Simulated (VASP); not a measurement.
These are r2SCAN meta-GGA, VASP's PBE PAW potentials (set 64) (plane waves; VASP) values and carry that method's errors.

Input for VASP

File KPOINTS:
```
Automatic
0
G
12 12 12
0 0 0
```

INCAR:
```
ALGO=Normal
EDIFF=1E-6
EDIFFG=-0.01
ENCUT=400
IBRION=2
ISIF=3
ISMEAR=1
LASPH=T
LCHARG=F
LMAXMIX=4
LMIXTAU=T
LREAL=F
LWAVE=F
METAGGA=R2SCAN
NELM=100
NSW=60
PREC=Accurate
SIGMA=0.1
SYSTEM=CoAl
```

POSCAR:
```
CoAl
1.0
  2.8205296959   0.0000000000   0.0000000000
  0.0000000000   2.8205296959   0.0000000000
  0.0000000000   0.0000000000   2.8205296959
Al Co
1 1
Cartesian
  1.4102648479   1.4102648479   1.4102648479
  0.0000000000   0.0000000000   0.0000000000
```

POTCAR, in this order: Al Co (PBE.64 set). Program: vasp_std.

Output

File OSZICAR:
```
       N       E                     dE             d eps       ncg     rms          rms(c)
DAV:   1     0.220410746153E+02    0.22041E+02   -0.47486E+03  1704   0.107E+03
DAV:   2    -0.231675630743E+02   -0.45209E+02   -0.42842E+02  1704   0.183E+02
DAV:   3    -0.243010015785E+02   -0.11334E+01   -0.11266E+01  2010   0.380E+01
DAV:   4    -0.243216007250E+02   -0.20599E-01   -0.20594E-01  2060   0.460E+00
DAV:   5    -0.243222902212E+02   -0.68950E-03   -0.68949E-03  2010   0.820E-01    0.140E+01
DAV:   6    -0.257797686448E+02   -0.14575E+01   -0.80477E+01  1838   0.145E+02    0.184E+01
DAV:   7    -0.210570873300E+02    0.47227E+01   -0.32670E+01  1844   0.834E+01    0.210E+00
DAV:   8    -0.210957346133E+02   -0.38647E-01   -0.41677E-01  1980   0.804E+00    0.202E+00
DAV:   9    -0.210846936019E+02    0.11041E-01   -0.28728E-01  1882   0.932E+00    0.758E-01
DAV:  10    -0.210740690913E+02    0.10625E-01   -0.56140E-02  1866   0.409E+00    0.174E-01
DAV:  11    -0.210786425008E+02   -0.45734E-02   -0.41270E-03  1826   0.963E-01    0.122E-01
DAV:  12    -0.210787039638E+02   -0.61463E-04   -0.15126E-04  2046   0.153E-01    0.204E-02
DAV:  13    -0.210787076226E+02   -0.36588E-05   -0.13372E-05  1876   0.473E-02    0.454E-03
DAV:  14    -0.210787110828E+02   -0.34602E-05   -0.57299E-06  1720   0.285E-02    0.350E-03
DAV:  15    -0.210787120296E+02   -0.94683E-06   -0.57334E-07   876   0.883E-03
   1 F= -.21078712E+02 E0= -.21078769E+02  d E =-.210787E+02
```

### OUTCAR
```
------------------------ aborting loop because EDIFF is reached ----------------------------------------
  FORCE on cell =-STRESS in cart. coord.  units (eV):
  Direction    XX          YY          ZZ          XY          YZ          ZX
  --------------------------------------------------------------------------------------
  Total       -0.0133555     -0.0133555     -0.0133555      0.0000000      0.0000000     -0.0000000
  in kB       -0.9536289     -0.9536289     -0.9536289      0.0000000      0.0000000     -0.0000000
  external PRESSURE =      -0.9536289 kB  Pullay stress =       0.0000000 kB
  volume of cell :       22.44
      direct lattice vectors                 reciprocal lattice vectors
     2.820529696  0.000000000  0.000000000     0.354543333  0.000000000  0.000000000
     0.000000000  2.820529696  0.000000000     0.000000000  0.354543333  0.000000000
     0.000000000  0.000000000  2.820529696     0.000000000  0.000000000  0.354543333
 POSITION                                       TOTAL-FORCE (eV/Angst)
 -----------------------------------------------------------------------------------
      1.41026      1.41026      1.41026         0.000000      0.000000      0.000000
      0.00000      0.00000      0.00000         0.000000      0.000000      0.000000
 -----------------------------------------------------------------------------------
    total drift:                                0.000000      0.000000     -0.000000
  FREE ENERGIE OF THE ION-ELECTRON SYSTEM (eV)
  ---------------------------------------------------
  free  energy   TOTEN  =       -21.0787120296 eV

  energy  without entropy=      -21.0788814568  energy(sigma->0) =      -21.07876851

 reached required accuracy - stopping structural energy minimisation
```
(Selected blocks of OUTCAR.)

File OUTCAR:
```
 val. band max:       10.9281055681   @ k =   0.5000   0.5000   0.2500

 cond. band min:      10.9674763870   @ k =   0.5000   0.4167   0.1667


 Fermi energy:        10.9558195016

 k-point     1 :       0.0000    0.0000    0.0000
  band No.  band energies     occupation
      1      -1.0124      2.00000
      2       7.7167      2.00000
      3       7.7167      2.00000
      4       9.8061      2.00000
      5       9.8061      2.00000
      6       9.8061      2.00000
      7      17.4091      0.00000
      8      17.4091      0.00000
      9      17.4091      0.00000
     10      20.0528      0.00000

 k-point     2 :       0.0833    0.0000    0.0000
  band No.  band energies     occupation
      1      -0.8707      2.00000
      2       7.6978      2.00000
      3       7.7584      2.00000
      4       9.7329      2.00000
      5       9.7329      2.00000
      6       9.8144      2.00000
      7      16.1072      0.00000
      8      17.6026      0.00000
      9      17.6026      0.00000
     10      20.0349      0.00000

 k-point     3 :       0.1667    0.0000    0.0000
  band No.  band energies     occupation
      1      -0.4491      2.00000
      2       7.5839      2.00000
      3       7.8746      2.00000
      4       9.5425      2.00000
      5       9.5425      2.00000
      6       9.8358      2.00000
      7      14.1936      0.00000
      8      18.1540      0.00000
      9      18.1540      0.00000
     10      19.9811      0.00000

 k-point     4 :       0.2500    0.0000    0.0000
  band No.  band energies     occupation
      1       0.2418      2.00000
      2       7.1960      2.00000
      3       8.0395      2.00000
      4       9.3038      2.00000
      5       9.3038      2.00000
      6       9.8651      2.00000
      7      12.6180     -0.00000
      8      18.9979      0.00000
      9      18.9979      0.00000
     10      19.8974      0.00000

 k-point     5 :       0.3333    0.0000    0.0000
...
```

The compound is CoAl in the CsCl type structure. It was relaxed first. The start is the result of an earlier pass. The run is not spin-polarised, so no magnetic state was tried.
